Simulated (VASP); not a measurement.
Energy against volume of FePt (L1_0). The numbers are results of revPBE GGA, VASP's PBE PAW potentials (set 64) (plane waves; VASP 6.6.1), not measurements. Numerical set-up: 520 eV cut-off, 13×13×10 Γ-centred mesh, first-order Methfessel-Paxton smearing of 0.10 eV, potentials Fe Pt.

Shape and ions are relaxed at each volume.

```json
[
 {"V (Å³/atom)": "13.396", "E (eV/atom)": "-6.94099"},
 {"V (Å³/atom)": "13.824", "E (eV/atom)": "-6.96669"},
 {"V (Å³/atom)": "14.251", "E (eV/atom)": "-6.97402"},
 {"V (Å³/atom)": "14.679", "E (eV/atom)": "-6.96653"}
]
```

**Question.** Fit these four points and predict the energy of the run at 15.106 Å³/atom.

**Answer.** A cubic in V^(−2/3), the third-order Birch-Murnaghan form, passes through the four points with V0 = 14.23 Å³/atom and B0 = 186 GPa, and gives -6.9471 eV/atom there. The run gave -6.9464 eV/atom, +0.7 meV/atom from the fit; all five points give B0 = 189 GPa.

The compound is FePt in the L1_0 structure. It was relaxed first.
